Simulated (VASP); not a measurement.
```
ZrO2
1.0
    0.00000     2.51392     2.51392
    2.51392     0.00000     2.51392
    2.51392     2.51392     0.00000
Zr O
1 2
Cartesian
  0.00000   0.00000   0.00000
  1.25696   1.25696   1.25696
  3.77088   3.77088   3.77088
```

Method: vdW-DF-cx, VASP's PBE PAW potentials (set 64) (plane waves; VASP). Numerical set-up: 520 eV cut-off, 8×8×8 Γ-centred mesh, Gaussian smearing of 0.050 eV, potentials Zr_sv O.

Problem. Give the stress tensor in GPa (positive for a compressed cell).

Solution. 
```
8.20  0.00  0.00
0.00  8.20  0.00
0.00  0.00  8.20
```
The pressure is its mean diagonal, 8.20 GPa.

The compound is ZrO2 in the fluorite structure, the high-temperature cubic form, which is unstable at 0 K; the monoclinic form is the stable one. This cell is one point of a volume scan, at 0.97 of the reference volume.
